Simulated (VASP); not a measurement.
Here is the system:

```
CELL_PARAMETERS angstrom
      0.00000     3.42168     3.42168
      3.42168     0.00000     3.42168
      3.42168     3.42168     0.00000
ATOMIC_POSITIONS crystal
  Sr 0.00000 0.00000 0.00000
  Te 0.50000 0.50000 0.50000
```

Method: r2SCAN meta-GGA, VASP's PBE PAW potentials (set 64) (plane waves; VASP). Numerical set-up: 520 eV cut-off, 7×7×7 Γ-centred mesh, Gaussian smearing of 0.050 eV, potentials Sr_sv Te.

Task: Give the stress tensor in GPa (positive for a compressed cell).

Result: 
```
-1.80   0.00   0.00
 0.00  -1.80   0.00
 0.00   0.00  -1.80
```
The pressure is its mean diagonal, -1.80 GPa.

The compound is SrTe in the rock salt structure. This cell is one point of a volume scan, at 1.06 of the reference volume.
